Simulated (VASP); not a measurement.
Here is the system:

```
CELL_PARAMETERS angstrom
      0.00000     2.73427     2.73427
      2.73427     0.00000     2.73427
      2.73427     2.73427     0.00000
ATOMIC_POSITIONS crystal
  Si 0.50000 0.50000 0.50000
  Si 0.75000 0.75000 0.75000
```

Method: PBE GGA, VASP's PBE PAW potentials (set 64) (plane waves; VASP). Run with 480 eV cut-off, 8×8×8 Γ-centred mesh, Gaussian smearing of 0.050 eV, potentials Si.

Problem. What does the run give for the energy per atom (σ→0)?

Solution. 
* **energy per atom (σ→0)**: -5.423 eV/atom

The compound is Si in the diamond structure. It was relaxed first. The start is the result of an earlier pass.
